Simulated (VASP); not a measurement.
Here is the system:

```yaml
crystal:
  lattice:
    - [4.01072, 0.00000, 0.00000]
    - [0.00000, 4.01072, 0.00000]
    - [0.00000, 0.00000, 4.01072]
  atoms:
    - { symbol: K, position: [0.00000, 0.00000, 0.00000] }
    - { symbol: Ta, position: [0.50000, 0.50000, 0.50000] }
    - { symbol: O, position: [0.50000, 0.00000, 0.50000] }
    - { symbol: O, position: [0.00000, 0.50000, 0.50000] }
    - { symbol: O, position: [0.50000, 0.50000, 0.00000] }
```

All values below come from revPBE GGA, VASP's PBE PAW potentials (set 64) (plane waves; VASP). Numerical set-up: 520 eV cut-off, 6×6×6 Γ-centred mesh, Gaussian smearing of 0.050 eV, potentials K_sv Ta_pv O.

### Question
Give the stress tensor in GPa (positive for a compressed cell).

### Answer

```
5.71  0.00  0.00
0.00  5.71  0.00
0.00  0.00  5.71
```
The pressure is its mean diagonal, 5.71 GPa.

The compound is KTaO3 in the cubic perovskite structure. This cell is one point of a volume scan, at 0.97 of the reference volume.
